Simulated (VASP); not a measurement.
Method: PBE GGA, VASP's PBE PAW potentials (set 64) (plane waves; VASP).

VASP ran on this input.

File KPOINTS:
```
K-points
0
gamma
6 6 4
```

### INCAR
```
! general
SYSTEM  = BiP
PREC    = Accurate
ENCUT   = 300
LREAL   = .False.
LASPH   = .True.

! electronic loop
EDIFF   = 1E-6
NELM    = 100
ALGO    = Normal
LMAXMIX = 4

! smearing
ISMEAR  = 0
SIGMA   = 0.1

! functional
GGA     = PE

! ions
ISIF    = 2

! output
LWAVE   = .False.
LCHARG  = .False.
```

POSCAR:
```
BiP
11.9215460
  0.3587430691   0.0000000000   0.0000000000
 -0.1793715345   0.3106805946   0.0000000000
  0.0000000000   0.0000000000   0.5000000000
Bi P
2 2
Cart
  0.0000000000   0.0000000000   0.0000000000
  0.0000000000   0.0000000000   0.2500000000
 -0.0000001794   0.2071205000   0.1250000000
  0.1793717139   0.1035600946   0.3750000000
```

POTCAR, in this order: Bi_d P (PBE.64 set). Program: vasp_std.

What VASP printed:

File OUTCAR:
```
 ion  position               nearest neighbor table
   1  0.000  0.000  0.000-   3 2.88   4 2.88   3 2.88   4 2.88   4 2.88   3 2.88   2 2.98   2 2.98
  LATTYP: Found a hexagonal cell.
 ALAT       =     4.2767720000
 C/A-ratio  =     1.3937551499
 Subroutine PRICEL returns:
 Original cell was already a primitive cell.
 Subroutine GETGRP returns: Found 24 space group operations
The static configuration has the point symmetry D_3d.
 The point group associated with its full space group is D_6h.
The dynamic configuration has the point symmetry D_3d.
 Subroutine INISYM returns: Found 24 space group operations
 Subroutine IBZKPT returns following result:
 Found     21 irreducible k-points:

 Following reciprocal coordinates:
            Coordinates               Weight
  0.000000  0.000000  0.000000      1.000000
  0.166667  0.000000  0.000000      6.000000
  0.333333  0.000000  0.000000      6.000000
  0.500000  0.000000  0.000000      3.000000
  0.166667  0.166667  0.000000      6.000000
  0.333333  0.166667  0.000000     12.000000
  0.333333  0.333333  0.000000      2.000000
  0.000000  0.000000  0.250000      2.000000
...
```

### OSZICAR
```
       N       E                     dE             d eps       ncg     rms          rms(c)
DAV:   1     0.320592106010E+03    0.32059E+03   -0.15199E+04  1016   0.128E+03
DAV:   2     0.816227826992E+01   -0.31243E+03   -0.30930E+03  1152   0.393E+02
DAV:   3    -0.164037154315E+02   -0.24566E+02   -0.24409E+02  1248   0.127E+02
DAV:   4    -0.170769273063E+02   -0.67321E+00   -0.67298E+00  1224   0.237E+01
DAV:   5    -0.171059597737E+02   -0.29032E-01   -0.29032E-01  1552   0.399E+00    0.499E+00
DAV:   6    -0.164638776656E+02    0.64208E+00   -0.25152E+00  1296   0.823E+00    0.272E+00
DAV:   7    -0.164701262634E+02   -0.62486E-02   -0.32300E-01  1176   0.229E+00    0.173E+00
DAV:   8    -0.164703248604E+02   -0.19860E-03   -0.54960E-02  1344   0.195E+00    0.354E-01
DAV:   9    -0.164670121322E+02    0.33127E-02   -0.16214E-02  1296   0.922E-01    0.799E-02
DAV:  10    -0.164671450004E+02   -0.13287E-03   -0.12473E-03  1288   0.196E-01    0.322E-02
DAV:  11    -0.164671643280E+02   -0.19328E-04   -0.12663E-04  1328   0.760E-02    0.865E-03
DAV:  12    -0.164671635111E+02    0.81688E-06   -0.13243E-05  1096   0.186E-02    0.351E-03
DAV:  13    -0.164671633157E+02    0.19545E-06   -0.15706E-06   864   0.108E-02
   1 F= -.16467163E+02 E0= -.16462093E+02  d E =-.101408E-01
```

**OUTCAR**
```
------------------------ aborting loop because EDIFF is reached ----------------------------------------
  FORCE on cell =-STRESS in cart. coord.  units (eV):
  Direction    XX          YY          ZZ          XY          YZ          ZX
  --------------------------------------------------------------------------------------
  Total        1.9766226      1.9766223     14.9295511      0.0000000     -0.0000000      0.0000000
  in kB       33.5404545     33.5404509    253.3331037      0.0000000     -0.0000000      0.0000000
  external PRESSURE =     106.8046697 kB  Pullay stress =       0.0000000 kB
  volume of cell :       94.42
      direct lattice vectors                 reciprocal lattice vectors
     4.276772000  0.000000000  0.000000000     0.233821209  0.134996745  0.000000000
    -2.138386000  3.703793000  0.000000000     0.000000000  0.269993490  0.000000000
     0.000000000  0.000000000  5.960773000     0.000000000  0.000000000  0.167763476
 POSITION                                       TOTAL-FORCE (eV/Angst)
 -----------------------------------------------------------------------------------
      0.00000      0.00000      0.00000         0.000000      0.000000      0.000000
      0.00000      0.00000      2.98039         0.000000      0.000000      0.000000
     -0.00000      2.46920      1.49019        -0.000000      0.000000      0.000000
      2.13839      1.23460      4.47058         0.000000      0.000000      0.000000
 -----------------------------------------------------------------------------------
    total drift:                                0.000000     -0.000000      0.000000
  FREE ENERGIE OF THE ION-ELECTRON SYSTEM (eV)
  ---------------------------------------------------
  free  energy   TOTEN  =       -16.4671633157 eV

  energy  without entropy=      -16.4570225373  energy(sigma->0) =      -16.46209293
```
(Selected blocks of OUTCAR.)

At this cut-off the stress carries a Pulay error, which pulls relaxed volumes low.

The structure was generated: BiP was put into an ordered model structure, which need not be its known phase. The cell was not relaxed at this level.
